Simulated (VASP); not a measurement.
Consider the following.

```
Pt
1.0
   -1.57056     1.57056     1.57056
    1.57056    -1.57056     1.57056
    1.57056     1.57056    -1.57056
Pt
1
Direct
  0.00000   0.00000   0.00000
```

The numbers are results of r2SCAN meta-GGA, VASP's PBE PAW potentials (set 64) (plane waves; VASP), not measurements. Numerical set-up: 400 eV cut-off, 18×18×18 Γ-centred mesh, tetrahedra with Blöchl corrections, potentials Pt.

**Question.** Give the energies of bands 1 to 6 at the high-symmetry points, in eV from the Fermi level.

**Answer.** 
```tsv
band	Γ	H	N	P
1	-9.96	-6.52	-6.97	-4.54
2	-3.73	-6.52	-5.24	-4.54
3	-3.73	0.57	-1.32	-4.54
4	-3.73	0.57	-0.82	-0.75
5	-1.15	0.57	0.38	-0.75
6	-1.15	8.15	1.13	5.17
```

It has no gap at this level: it comes out as a metal or semimetal.

The structure was generated: Pt was put into the bcc type (Im-3m), which need not be its known phase. It was relaxed first.
